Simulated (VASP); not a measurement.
Data:

```
CELL_PARAMETERS angstrom
      4.05842     0.00000     0.00000
     -2.02921     3.51470     0.00000
      0.00000     0.00000     3.99714
ATOMIC_POSITIONS crystal
  Y  0.00000 0.00000 0.00000
  Si 0.33333 0.66667 0.50000
  Si 0.66667 0.33333 0.50000
```

Calculation: r2SCAN meta-GGA, VASP's PBE PAW potentials (set 64) (plane waves; VASP 6.6.1). Run with 400 eV cut-off, 8×8×7 Γ-centred mesh, first-order Methfessel-Paxton smearing of 0.10 eV, potentials Y_sv Si.

### Question
Predict the energy per atom (σ→0), band gap (on the k-mesh) with the smallest direct gap where there is one.

### Answer

The band gap (on the k-mesh) comes out as none (metal, semimetal or under 0.01 eV). The energy per atom (σ→0) is -1269.2 kJ/mol of atoms.

The absolute energy has meaning only against runs of the same code, potentials and settings.

The structure comes from a computed database's YSi2 entry (P6/mmm); how it stands against other phases isn't given here. It was relaxed first. The start is the result of an earlier pass. The electron count is odd and the run is not spin-polarised, which forces a metal.
